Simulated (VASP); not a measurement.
# Sc2SiO: structure and properties in VASP, part 3 of 3

What structure does Sc2SiO take at this level, and what are its properties? The cell is invented: it takes the structure of a Materials Project entry for Sc2CO (space group 166 there), with some of its atoms replaced by other elements, volume scaled by an estimate. It may not be a known or stable phase.

VASP 6.6.1; r2SCAN; plane waves and PAW (Sc_sv, Si, O); invented cell.

So far. Step 2 (Rough relaxation of the start cell): It ends with a largest force of 0.032 eV/Å and a pressure of 0.28 GPa. Step 3 (Full relaxation (r2SCAN)): It ends with a largest force of 0.001 eV/Å and a pressure of 0.02 GPa. The relaxed cell has a = 3.226, c = 19.671 Å (conventional setting).

**4. Density, ELF and potential (r2SCAN)**

The relaxed cell gets a fresh self-consistent run, on a basis set for its own volume, to fix the density and to check the remaining stress.

Input file INCAR:

```
SYSTEM = Sc2SiO
PREC = Accurate
ENCUT = 520
EDIFF = 1E-06
NELM = 100
ISMEAR = 0
SIGMA = 0.05
LREAL = .FALSE.
ALGO = Normal
METAGGA = R2SCAN
LASPH = .TRUE.
NBANDS = 22
LORBIT = 11
LWAVE = .FALSE.
LCHARG = .TRUE.
ISIF = 2
LELF = .TRUE.
LVHAR = .TRUE.
```

Input file POSCAR:

```
Sc2SiO
1.0
    1.6129827563      0.9312554067      6.5571595377
   -1.6129827563      0.9312554067      6.5571595377
    0.0000000000     -1.8625119406      6.5571595698
Sc Si O
2 1 1
Direct
    0.2684413059      0.2684413059      0.2684413065
    0.7315586941      0.7315586941      0.7315586935
    0.5000000000      0.5000000000      0.5000000000
    0.0000000000      0.0000000000      0.0000000000
```

Input file KPOINTS:

```
Automatic mesh
0
Gamma
8 8 8
0 0 0
```

Potentials, in the order of the species: Sc_sv, Si and O (PBE family, release 64).

Started as:

```bash
$ mpirun -np 2 vasp_std
```

The program printed:

```text
[banner, memory and clock lines left out]
running    2 mpi-ranks, on    1 nodes
 distrk:  each k-point on    2 cores,    1 groups
 distr:  one band on    1 cores,    2 groups

 POSCAR found type information on POSCAR ScSiO
 POSCAR found :  3 types and       4 ions
 [... a notice as in an earlier step ...]

 LDA part: xc-table for (None), standard interpolation
 POSCAR, INCAR and KPOINTS ok, starting setup
 FFT: planning ... GRIDC
 FFT: planning ... GRID_SOFT
 FFT: planning ... GRID
 WAVECAR not read
 entering main loop
       N       E                     dE             d eps       ncg     rms          rms(c)
DAV:   1     0.453527618577E+03    0.45353E+03   -0.15179E+04  2868   0.159E+03
DAV:   2    -0.479737388259E+01   -0.45832E+03   -0.44743E+03  3514   0.603E+02
DAV:   3    -0.546257508833E+02   -0.49828E+02   -0.47761E+02  4896   0.196E+02
DAV:   4    -0.564768034611E+02   -0.18511E+01   -0.18181E+01  4640   0.335E+01
DAV:   5    -0.565009767726E+02   -0.24173E-01   -0.24100E-01  4562   0.483E+00    0.171E+01
DAV:   6    -0.444956544032E+02    0.12005E+02   -0.17734E+01  4210   0.543E+01    0.507E+00
DAV:   7    -0.446864630207E+02   -0.19081E+00   -0.11738E+00  4528   0.106E+01    0.334E+00
DAV:   8    -0.447417874102E+02   -0.55324E-01   -0.61437E-01  4182   0.570E+00    0.182E+00
DAV:   9    -0.446911220335E+02    0.50665E-01   -0.12954E-01  4168   0.269E+00    0.588E-01
DAV:  10    -0.446850744465E+02    0.60476E-02   -0.46969E-02  4688   0.130E+00    0.126E-01
DAV:  11    -0.446850165048E+02    0.57942E-04   -0.19283E-03  4188   0.521E-01    0.486E-02
DAV:  12    -0.446850571104E+02   -0.40606E-04   -0.14819E-04  4328   0.146E-01    0.362E-02
DAV:  13    -0.446850764701E+02   -0.19360E-04   -0.41560E-05  4346   0.581E-02    0.368E-02
DAV:  14    -0.446850542081E+02    0.22262E-04   -0.11978E-04  3664   0.754E-02    0.294E-03
DAV:  15    -0.446850543942E+02   -0.18617E-06   -0.43993E-06  3194   0.224E-02
   1 F= -.44685054E+02 E0= -.44683629E+02  d E =-.285143E-02
```

Wall time 7.1 min (2 MPI ranks of Intel Xeon 6975P-C (Granite Rapids), shared host); peak memory 0.59 GiB.

Parts of OUTCAR (step 4):

```text
  LATTYP: Found a trigonal (rhomboedric) cell.
 ALAT       =     6.8165454013
 COS(alpha) =     0.8880147609

The static configuration has the point symmetry D_3d.

 Found     65 irreducible k-points:

   ENCUT  =  520.0 eV  38.22 Ry    6.18 a.u.  12.67 12.67 12.67*2*pi/ulx,y,z

   NELECT =      32.0000    total number of electrons

 E-fermi :   7.3637

 k-point     1 :       0.0000    0.0000    0.0000
  band No.  band energies     occupation
    ...
     11      -0.4657      2.00000
     12       0.9502      2.00000
     13       0.9502      2.00000
     14       4.2644      2.00000
     15       6.6761      2.00000
     16       8.3302      0.00000
     17       8.3302      0.00000
     18       8.6919      0.00000
     19       9.2293      0.00000
     20       9.2440      0.00000
    ...

 k-point     2 :       0.1250    0.0000   -0.0000
  band No.  band energies     occupation
    ...
     11      -0.2558      2.00000
     12       0.7407      2.00000
     13       0.9331      2.00000
     14       4.1503      2.00000
     15       6.8902      2.00000
     16       7.6437      0.00000
     17       8.3570      0.00000
     18       8.3643      0.00000
     19       8.9792      0.00000
     20       8.9901      0.00000
    ...

  Total        0.0366036      0.0366036     -0.0281265      0.0000000      0.0000000      0.0000000
  in kB        0.9923584      0.9923579     -0.7625369      0.0000000      0.0000000      0.0000000
  external PRESSURE =       0.4073932 kB  Pullay stress =       0.0000000 kB

  energy-cutoff  :      520.00
  volume of cell :       59.10
      direct lattice vectors                 reciprocal lattice vectors
     1.612982756  0.931255407  6.557159538     0.309984715  0.178969807  0.050835030
    -1.612982756  0.931255407  6.557159538    -0.309984715  0.178969807  0.050835030
     0.000000000 -1.862511941  6.557159570     0.000000000 -0.357939611  0.050834999

 POSITION                                       TOTAL-FORCE (eV/Angst)
 -----------------------------------------------------------------------------------
      0.00000     -0.00000      5.28064        -0.000000      0.000000     -0.001685
      0.00000     -0.00000     14.39084        -0.000000     -0.000000      0.001685
      0.00000     -0.00000      9.83574         0.000000     -0.000000     -0.000000
      0.00000      0.00000      0.00000        -0.000000      0.000000     -0.000000
 -----------------------------------------------------------------------------------
    total drift:                                0.000000     -0.000000     -0.000000

  FREE ENERGIE OF THE ION-ELECTRON SYSTEM (eV)
  ---------------------------------------------------
  free  energy   TOTEN  =       -44.6850543942 eV

  energy  without entropy=      -44.6822029682  energy(sigma->0) =      -44.68362868

 total charge
# of ion       s       p       d       tot
------------------------------------------
    1        2.176   6.166   1.190   9.532
    2        2.176   6.166   1.190   9.532
    3        0.798   0.881   0.000   1.679
    4        1.559   3.489   0.000   5.048
--------------------------------------------------
tot          6.710  16.702   2.381  25.792

[... 3 parts as in an earlier step ...]

[... 7 further parts left out ...]
```

This step gave:

```
SCF cycles          : 15
free energy (TOTEN) : -44.69 eV
pressure            : 0.04074 GPa
```

Valence electrons inside each PAW sphere by angular momentum. Sphere charges, by row:

```csv
atom,s (e),p (e),d (e),tot (e)
Sc1,2.176,6.166,1.19,9.532
Sc2,2.176,6.166,1.19,9.532
Si3,0.798,0.881,0,1.679
O4,1.559,3.489,0,5.048
```

Electrostatic potential energy in the ac plane of the cell as run, not the conventional one, at fractional y = 0.000, with atoms of O within 0.2 Å of it. With pseudopotentials it is smooth inside the atoms' cores, unlike the true potential.

Ten even steps from '_' (-46 eV) to '@' (2 eV), each cell a mean:
```
____==%%@@@@@@@@@@@@@@@@@@@@@@@@@@@@==
==____**@@%%%%%%@@@@@@@@@@@@@@@@@@@@@@
@@++..--%%%%%%##%%%%@@@@@@@@@@@@@@@@@@
@@@@##**%%%%%%######%%@@@@@@@@@@@@@@@@
@@@@@@%%%%@@%%##****##%%@@@@@@@@@@@@@@
@@%%%%%%%%@@@@%%##**++**%%@@@@@@@@@@@@
@@@@%%##%%%%@@@@%%**++++**%%@@@@@@@@@@
@@@@%%######%%@@@@%%**++++**%%@@@@@@@@
@@@@@@%%****##%%%%%%%%**++++##%%@@@@@@
@@@@@@%%##**++**%%%%%%%%******##%%@@@@
@@@@@@@@%%##++++**%%%%@@%%##**##%%@@@@
@@@@@@@@@@%%**++++**%%@@@@%%######%%@@
@@@@@@@@@@@@%%**++++##%%@@@@%%%%%%%%@@
@@@@@@@@@@@@@@%%##****##%%@@@@%%%%%%@@
@@@@@@@@@@@@@@@@%%##**##%%%%%%%%%%@@@@
@@@@@@@@@@@@@@@@@@%%%%####%%%%**--**%%
%%@@@@@@@@@@@@@@@@@@@@%%%%%%@@##..__==
--%%@@@@@@@@@@@@@@@@@@@@@@%%@@@@++____
__--%%@@@@@@@@@@@@@@@@@@@@@@@@@@@@==__
```
Columns run along a (6.8 Å; values clipped at the 3rd and 97th percentile), rows up along c (6.8 Å). Atoms in or near the plane, at fractional coordinates: O at (0.00, 0.00).

Valence density in the ac plane of the cell as run, not the conventional one, at fractional y = 0.000, with atoms of O within 0.2 Å of it. It is the smooth field of the valence electrons, not physical close to the nuclei.

Ten steps, logarithmic in the rise over the least value, from '_' (0.1 e/Å³) to '@' (6.9 e/Å³), each cell a mean:
```
@@@@##==..______..........______..==##
##@@%%**--..................______..==
==##%%##++--::::::..........________..
..==******==::::----::........________
__..--==++==--::======::........______
____..::------::--++++==::..........__
____..::::::::..::==++**==::..........
......::----::....::==****==::........
......::====--::____::==++++==::......
........--++++==::____::==++==--......
........::==****==::__..::--==--::....
..........::==****==::....::::::::..__
__..........::==**++--::::----::::..__
______........::==++==--::--====--..__
________........::--==--::--++**++--..
..________..........::::::::==**##**==
==::________................--**%%%%##
%%++::______............____..==##@@@@
@@%%==..______..........______..==##@@
```
Columns run along a (6.8 Å), rows up along c (6.8 Å). Atoms in or near the plane, at fractional coordinates: O at (0.00, 0.00).

ELF in the ac plane of the cell as run, not the conventional one, at fractional y = 0.000, with atoms of O within 0.2 Å of it. It is the smooth field of the valence electrons, not physical close to the nuclei.

Ten even steps from '_' (0.05) to '@' (0.82), each cell a mean:
```
****@@##..____..--==++==--::..__::##@@
@@%%@@@@++______..--==++==--::..__--##
##@@@@@@%%::______..::==++====--..__::
..++@@@@@@**__..::....::==++====--..__
____--##@@%%--__--==::..::++++====::..
______..==**++....++++--..::++++==--::
..________..--::__::****--..::==++==--
--..__..::..__..____--****--..::==++==
==--..__--==::________--**++::..::==++
++==--....++**--________::++==....--==
==++==--..::****--________..--::__..--
--==++==--..--****--__..::..__..____..
::--==++++--..--****::__--++--________
__::--==++++--..::++==....**%%**::____
__..::====++++--....--::__==@@@@%%++..
::__..::====++==--..__..__..##@@@@@@##
%%--....::--==++==--..______--@@@@@@@@
@@%%--__..::--==++==--..______++@@%%**
++@@%%::____::--==++==--..____..##@@**
```
Columns run along a (6.8 Å), rows up along c (6.8 Å). Atoms in or near the plane, at fractional coordinates: O at (0.00, 0.00).

In this run the pressure is 0.04 GPa, small enough to go on.

**5. Bands along the symmetry lines (r2SCAN)**

The mesh alone shows little of the dispersion and can miss band extrema, so KPOINTS_OPT adds a path through the symmetry points after the self-consistent cycle.

INCAR: that of step 4 with these lines changed.

```diff
@@ -11,8 +11,6 @@
 LASPH = .TRUE.
-NBANDS = 22
+NBANDS = 30
 LORBIT = 11
 LWAVE = .FALSE.
-LCHARG = .TRUE.
-ISIF = 2
-LELF = .TRUE.
-LVHAR = .TRUE.
+LCHARG = .FALSE.
+KPAR = 2
```

POSCAR is that of step 4.

KPOINTS is that of step 4.

Input file KPOINTS_OPT:

```
Line mode
16
Line-mode
Reciprocal
  0.00000000   0.00000000   0.00000000 GAMMA
  0.50000000   0.00000000   0.00000000 L

  0.50000000   0.00000000   0.00000000 L
  0.50000000   0.18011335  -0.18011335 B1

  0.81988665   0.50000000   0.18011335 B
  0.50000000   0.50000000   0.50000000 Z

  0.50000000   0.50000000   0.50000000 Z
  0.00000000   0.00000000   0.00000000 GAMMA

  0.00000000   0.00000000   0.00000000 GAMMA
  0.34005668   0.00000000  -0.34005668 X

  0.65994332   0.34005668   0.00000000 Q
  0.50000000   0.50000000   0.00000000 F

  0.50000000   0.50000000   0.00000000 F
  0.65994332   0.65994332   0.18011335 P1

  0.65994332   0.65994332   0.18011335 P1
  0.50000000   0.50000000   0.50000000 Z

  0.50000000   0.00000000   0.00000000 L
  0.81988665   0.34005668   0.34005668 P
```

Started as:

```bash
$ mpirun -np 2 vasp_std
```

The program printed:

```text
[... set-up lines as in an earlier step ...]
 entering main loop
       N       E                     dE             d eps       ncg     rms          rms(c)
DAV:   1     0.389227717253E+03    0.38923E+03   -0.14382E+04  3940   0.116E+03
DAV:   2    -0.226280556043E+02   -0.41186E+03   -0.39234E+03  3916   0.420E+02
DAV:   3    -0.553820577669E+02   -0.32754E+02   -0.30894E+02  5852   0.122E+02
DAV:   4    -0.564946289843E+02   -0.11126E+01   -0.11031E+01  6238   0.228E+01
DAV:   5    -0.565013935094E+02   -0.67645E-02   -0.67635E-02  5856   0.230E+00    0.171E+01
DAV:   6    -0.445066955969E+02    0.11995E+02   -0.10144E+01  5620   0.398E+01    0.481E+00
DAV:   7    -0.446870829703E+02   -0.18039E+00   -0.10021E+00  5132   0.671E+00    0.341E+00
DAV:   8    -0.447352975024E+02   -0.48215E-01   -0.36266E-01  5218   0.396E+00    0.189E+00
DAV:   9    -0.446885483307E+02    0.46749E-01   -0.73641E-02  6002   0.191E+00    0.486E-01
DAV:  10    -0.446850683158E+02    0.34800E-02   -0.22546E-02  5512   0.834E-01    0.154E-01
DAV:  11    -0.446850314739E+02    0.36842E-04   -0.88252E-04  5920   0.315E-01    0.394E-02
DAV:  12    -0.446850526418E+02   -0.21168E-04   -0.97135E-05  5582   0.913E-02    0.235E-02
DAV:  13    -0.446850562716E+02   -0.36298E-05   -0.12239E-05  5182   0.316E-02    0.158E-02
DAV:  14    -0.446850538310E+02    0.24405E-05   -0.83489E-06  5246   0.206E-02    0.258E-03
DAV:  15    -0.446850541078E+02   -0.27674E-06   -0.85073E-07  2912   0.709E-03
   1 F= -.44685054E+02 E0= -.44683629E+02  d E =-.285112E-02
 Start KPOINTS_OPT (optional k-point list driver)
k-point batch [1-65\144]
       N       E                     dE             ncg
DAV:   1    -0.949341502390E+03   -0.44594E+05     3916
DAV:   2    -0.269651345938E+05   -0.26016E+05     3900
DAV:   3    -0.288201841482E+05   -0.18550E+04     5422
DAV:   4    -0.288920115284E+05   -0.71827E+02     6048
DAV:   5    -0.288924364661E+05   -0.42494E+00     5498
DAV:   6    -0.288924488737E+05   -0.12408E-01     5928
DAV:   7    -0.288924491617E+05   -0.28797E-03     5442
DAV:   8    -0.288924491657E+05   -0.40158E-05     3746
DAV:   9    -0.288924491661E+05   -0.40967E-06     2868
[...]
k-point batch [131-144\144]
       N       E                     dE             ncg
DAV:   1     0.546162217640E+05   -0.17792E+05      848
DAV:   2     0.488913982727E+05   -0.57248E+04      840
DAV:   3     0.485023312982E+05   -0.38907E+03     1150
DAV:   4     0.484902240514E+05   -0.12107E+02     1284
DAV:   5     0.484901608312E+05   -0.63220E-01     1174
DAV:   6     0.484901597455E+05   -0.10857E-02     1280
DAV:   7     0.484901597154E+05   -0.30037E-04     1132
DAV:   8     0.484901597146E+05   -0.87434E-06      816
```

The job ended after 18 min (2 MPI ranks; peak memory 1.1 GiB; 37 min of CPU time).

OUTCAR, selected parts (step 5):

```text
   k-points           NKPTS =     65   k-points in BZ     NKDIM =     65   number of bands    NBANDS=     30

   NELECT =      32.0000    total number of electrons

 E-fermi :   7.3637

 k-point     1 :       0.0000    0.0000    0.0000
  band No.  band energies     occupation
    ...
     11      -0.4655      2.00000
     12       0.9506      2.00000
     13       0.9506      2.00000
     14       4.2644      2.00000
     15       6.6760      2.00000
     16       8.3301      0.00000
     17       8.3301      0.00000
     18       8.6918      0.00000
     19       9.2292      0.00000
     20       9.2292      0.00000
    ...

  Total        0.0343635      0.0343635     -0.0315705      0.0000000      0.0000000      0.0000000
  in kB        0.9316270      0.9316265     -0.8559054      0.0000000      0.0000000      0.0000000
  external PRESSURE =       0.3357827 kB  Pullay stress =       0.0000000 kB

 POSITION                                       TOTAL-FORCE (eV/Angst)
 -----------------------------------------------------------------------------------
      0.00000     -0.00000      5.28064         0.000000      0.000000     -0.000388
      0.00000     -0.00000     14.39084         0.000000     -0.000000      0.000388
      0.00000     -0.00000      9.83574        -0.000000     -0.000000     -0.000000
      0.00000      0.00000      0.00000         0.000000     -0.000000     -0.000000
 -----------------------------------------------------------------------------------
    total drift:                                0.000000     -0.000000     -0.000000

  FREE ENERGIE OF THE ION-ELECTRON SYSTEM (eV)
  ---------------------------------------------------
  free  energy   TOTEN  =       -44.6850541078 eV

  energy  without entropy=      -44.6822029839  energy(sigma->0) =      -44.68362855

[... 7 parts as in an earlier step ...]

[... 9 further parts left out ...]
```

Numbers from this step:

```
bands    : 30
pressure : 0.03358 GPa
```

The electronic bands at the labelled points (eV, zero at the Fermi level; # counts the bands kept, so #1 is VASP's band 10):

```
          point     #4     #5     #6     #7     #8    #9   #10   #11
              Γ  -6.41  -3.10  -0.69   0.97   0.97  1.33  1.87  1.87
0.47 of the way  -6.47  -3.25  -1.22  -0.42   0.85  0.87  1.18  2.07
              L  -6.57  -5.02  -2.82  -0.84   0.31  0.54  1.60  2.61
0.47 of the way  -6.70  -4.67  -2.72  -1.67  -0.27  1.08  1.86  2.18
             B1  -6.69  -3.81  -3.55  -2.63   0.62  0.95  1.58  1.66
      jump to B  -6.69  -3.81  -3.55  -2.63   0.62  0.95  1.58  1.66
0.53 of the way  -6.51  -3.35  -1.78  -0.46   0.61  1.28  1.54  1.60
              Z  -6.41  -4.52   0.36   0.84   0.85  0.85  1.69  1.69
0.53 of the way  -6.41  -3.79  -0.14   0.93   0.93  1.10  1.66  1.66
              Γ  -6.41  -3.10  -0.69   0.97   0.97  1.33  1.87  1.87
0.47 of the way  -6.59  -3.24  -1.61  -0.56   0.48  0.48  1.36  2.25
              X  -6.69  -3.74  -3.65  -2.63   0.62  1.08  1.28  1.84
      jump to Q  -6.69  -3.74  -3.65  -2.63   0.62  1.08  1.28  1.84
0.53 of the way  -6.68  -4.55  -2.57  -2.01   0.19  1.25  1.45  2.38
              F  -6.58  -4.77  -2.48  -1.70   0.73  1.44  1.47  2.40
0.53 of the way  -6.58  -4.77  -2.50  -1.66   0.72  1.31  1.55  2.40
             P1  -6.58  -4.79  -2.55  -1.55   0.70  1.15  1.61  2.41
0.47 of the way  -6.49  -3.35  -1.91  -0.56   1.05  1.36  1.65  1.78
              Z  -6.41  -4.52   0.36   0.84   0.85  0.85  1.69  1.69
      jump to L  -6.57  -5.02  -2.82  -0.84   0.31  0.54  1.60  2.61
0.47 of the way  -6.58  -4.95  -2.75  -1.09   0.58  0.59  1.62  2.55
              P  -6.58  -4.79  -2.55  -1.55   0.70  1.15  1.61  2.41
```

Of the projections kept (Sc, Si, O), the largest for each band there; the rest of the weight can lie on other orbitals:

```
point      #4       #5       #6       #7       #8       #9      #10      #11
    Γ  O 0.82   O 0.38  Sc 0.94  Sc 1.00  Sc 1.00  Sc 0.85  Sc 1.00  Sc 1.00
    L  O 0.81  Si 0.60  Sc 0.66  Sc 0.95  Sc 0.79  Sc 0.67  Sc 0.95  Sc 0.93
   B1  O 0.80  Si 0.52  Sc 0.50  Sc 0.65  Sc 0.87  Sc 0.94  Sc 0.96  Sc 0.85
    B  O 0.80  Si 0.52  Sc 0.50  Sc 0.65  Sc 0.87  Sc 0.94  Sc 0.96  Sc 0.85
    Z  O 0.82  Sc 0.55  Sc 0.70  Sc 0.98  Sc 0.95  Sc 0.95  Sc 0.95  Sc 0.95
    Γ  O 0.82   O 0.38  Sc 0.94  Sc 1.00  Sc 1.00  Sc 0.85  Sc 1.00  Sc 1.00
```

There is no gap at this level.

Of the bands kept, 3 cross the Fermi level on this path.

**6. Density of states (r2SCAN)**

Here the states are counted by energy and projected on the atoms. The mesh is finer than in the run before.

INCAR: that of step 5 with these lines changed.

```diff
@@ -5,3 +5,3 @@
 NELM = 100
-ISMEAR = 0
+ISMEAR = -5
 SIGMA = 0.05
@@ -16 +16,2 @@
 KPAR = 2
+NEDOS = 2001
```

POSCAR is that of step 5.

Input file KPOINTS:

```
Automatic mesh
0
Gamma
12 12 12
0 0 0
```

Started as:

```bash
$ mpirun -np 2 vasp_std
```

The program printed:

```text
[... set-up lines as in an earlier step ...]
 entering main loop
       N       E                     dE             d eps       ncg     rms          rms(c)
DAV:   1     0.388014436386E+03    0.38801E+03   -0.14380E+04 11396   0.116E+03
DAV:   2    -0.226889798634E+02   -0.41070E+03   -0.39064E+03 11380   0.420E+02
DAV:   3    -0.554201318054E+02   -0.32731E+02   -0.31046E+02 17182   0.123E+02
DAV:   4    -0.564903395386E+02   -0.10702E+01   -0.10640E+01 18040   0.231E+01
[...]
DAV:  13    -0.446779009881E+02   -0.36955E-05   -0.13322E-05 16898   0.343E-02    0.180E-02
DAV:  14    -0.446778953019E+02    0.56862E-05   -0.11509E-05 16302   0.240E-02    0.250E-03
DAV:  15    -0.446778955855E+02   -0.28356E-06   -0.10229E-06  8998   0.779E-03
```

It took 24 min on 2 MPI ranks.

The run was cut off at its time limit.

More ranks or a longer limit would be the way on.

**7. What came out**

- relaxed volume: 14.77 Å³/atom
- relaxed conventional cell a, b, c: 3.226, 3.226, 19.671 Å; angles 90.0, 90.0, 120.0°
- space group after relaxing, within 0.02 Å: R-3m (No. 166)
- band gap: none, a metal

What this shows: With r2SCAN, Sc2SiO relaxes to 14.77 Å³/atom in space group R-3m (held by the symmetry of the run) and comes out as a metal. Not obtained: density of states (r2SCAN), because the run hit its time limit. Bands along the symmetry lines (r2SCAN): Of the bands kept, 3 cross the Fermi level on this path. No search among competing phases was made. All values are for a static lattice at zero temperature.

[Lines on the potential files, build, host, timing and source positions are cut from VASP's logs without a mark.]

[Logs are printed without paths, hosts, clocks, repeated set-up lines and the standing remarks that a program may print on its own settings, such as how far it seeks lower states.]

[Hosts, paths, dates, database ids (printed as entryN), source tags and the programs' standing remarks are cut or masked in the printed files.]

[A measured line is paired with the nearest computed mode of its activity, which favours agreement.]
